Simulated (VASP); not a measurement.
These are PBE GGA, VASP's PBE PAW potentials (set 64) (plane waves; VASP) values and carry that method's errors.

VASP input:

### POSCAR
```
KCl
1
    0.0000000000     3.1919840152     3.1919840152
    3.1919840152     0.0000000000     3.1919840152
    3.1919840152     3.1919840152    -0.0000000000
K Cl
1 1
Direct
  0.0000000000   0.0000000000   0.0000000000
  0.5000000000   0.5000000000   0.5000000000
```

### INCAR
```
LWAVE = .FALSE.
ALGO = Normal   # blocked Davidson
LASPH = .TRUE.
PREC = Accurate
NELM = 100   # most electronic steps
LREAL = .FALSE.   # projection in real space or not
NSW = 60
EDIFFG = -0.01   # ionic stop
ENCUT = 400
IBRION = 2   # conjugate gradients
SIGMA = 0.05   # width (eV)
ISMEAR = 0
EDIFF = 1E-6   # SCF stop (eV)
ISIF = 3   # ions, shape and volume
GGA = PE
LCHARG = .FALSE.
SYSTEM = KCl
```

KPOINTS:
```
Automatic mesh
0
Gamma
7 7 7
0 0 0
```

POTCAR, in this order: K_sv Cl (PBE.64 set). Program: vasp_std.

The resulting files:

File OUTCAR:
```
 ion  position               nearest neighbor table
   1  0.000  0.000  0.000-   2 3.19   2 3.19   2 3.19   2 3.19   2 3.19   2 3.19
   2  0.500  0.500  0.500-   1 3.19   1 3.19   1 3.19   1 3.19   1 3.19   1 3.19
  LATTYP: Found a face centered cubic cell.
 ALAT       =     6.3839680304
 Subroutine PRICEL returns:
 Original cell was already a primitive cell.
 Subroutine GETGRP returns: Found 48 space group operations
The static configuration has the point symmetry O_h .
The dynamic configuration has the point symmetry O_h .
 Subroutine INISYM returns: Found 48 space group operations
 Subroutine IBZKPT returns following result:
 Found     20 irreducible k-points:

 Following reciprocal coordinates:
            Coordinates               Weight
  0.000000  0.000000  0.000000      1.000000
  0.142857  0.000000  0.000000      8.000000
  0.285714  0.000000  0.000000      8.000000
  0.428571  0.000000  0.000000      8.000000
  0.142857  0.142857  0.000000      6.000000
  0.285714  0.142857  0.000000     24.000000
  0.428571  0.142857  0.000000     24.000000
 -0.428571  0.142857  0.000000     24.000000
 -0.285714  0.142857  0.000000     24.000000
 -0.142857  0.142857  0.000000     12.000000
  0.285714  0.285714  0.000000      6.000000
  0.428571  0.285714  0.000000     24.000000
 -0.428571  0.285714  0.000000     24.000000
 -0.285714  0.285714  0.000000     12.000000
  0.428571  0.428571  0.000000      6.000000
 -0.428571  0.428571  0.000000     12.000000
  0.428571  0.285714  0.142857     24.000000
 -0.428571  0.285714  0.142857     48.000000
 -0.428571  0.428571  0.142857     24.000000
 -0.285714  0.428571  0.142857     24.000000
   k-points           NKPTS =     20   k-points in BZ     NKDIM =     20   number of bands    NBANDS=     12
   number of dos      NEDOS =    301   number of ions     NIONS =      2
   total plane-waves  NPLWV =  27000
   dimension x,y,z NGX =    30 NGY =   30 NGZ =   30
...
```

### OSZICAR
```
       N       E                     dE             d eps       ncg     rms          rms(c)
DAV:   1     0.915173570528E+02    0.91517E+02   -0.62915E+03   480   0.963E+02
DAV:   2    -0.219303439594E+01   -0.93710E+02   -0.87621E+02   688   0.246E+02
DAV:   3    -0.696275804924E+01   -0.47697E+01   -0.47505E+01   612   0.526E+01
DAV:   4    -0.711445081547E+01   -0.15169E+00   -0.15155E+00   808   0.841E+00
DAV:   5    -0.711518767568E+01   -0.73686E-03   -0.73684E-03   624   0.695E-01    0.315E+00
DAV:   6    -0.681264672386E+01    0.30254E+00   -0.56419E-01   584   0.404E+00    0.258E+00
DAV:   7    -0.679607636058E+01    0.16570E-01   -0.13617E-01   608   0.218E+00    0.151E+00
DAV:   8    -0.680916051875E+01   -0.13084E-01   -0.21549E-02   652   0.120E+00    0.183E-01
DAV:   9    -0.681007687009E+01   -0.91635E-03   -0.14746E-03   632   0.257E-01    0.105E-01
DAV:  10    -0.681076661963E+01   -0.68975E-03   -0.66635E-04   548   0.202E-01    0.118E-02
DAV:  11    -0.681077953034E+01   -0.12911E-04   -0.21253E-05   708   0.328E-02    0.618E-03
DAV:  12    -0.681078304596E+01   -0.35156E-05   -0.50964E-06   592   0.168E-02    0.269E-03
DAV:  13    -0.681078317713E+01   -0.13117E-06   -0.50045E-07   468   0.598E-03
   1 F= -.68107832E+01 E0= -.68107832E+01  d E =-.681078E+01
```

OUTCAR:
```
------------------------ aborting loop because EDIFF is reached ----------------------------------------
  FORCE on cell =-STRESS in cart. coord.  units (eV):
  Direction    XX          YY          ZZ          XY          YZ          ZX
  --------------------------------------------------------------------------------------
  Total        0.0006231      0.0006231      0.0006231      0.0000000      0.0000000     -0.0000000
  in kB        0.0153486      0.0153486      0.0153486      0.0000000      0.0000000     -0.0000000
  external PRESSURE =       0.0153486 kB  Pullay stress =       0.0000000 kB
  volume of cell :       65.04
      direct lattice vectors                 reciprocal lattice vectors
     0.000000000  3.191984015  3.191984015    -0.156642388  0.156642388  0.156642388
     3.191984015  0.000000000  3.191984015     0.156642388 -0.156642388  0.156642388
     3.191984015  3.191984015  0.000000000     0.156642388  0.156642388 -0.156642388
  FREE ENERGIE OF THE ION-ELECTRON SYSTEM (eV)
  ---------------------------------------------------
  free  energy   TOTEN  =        -6.8107831771 eV

  energy  without entropy=       -6.8107831771  energy(sigma->0) =       -6.81078318

 reached required accuracy - stopping structural energy minimisation
```
(Selected blocks of OUTCAR.)

The compound is KCl in the rock salt structure. It was relaxed first. The start is the result of an earlier pass.
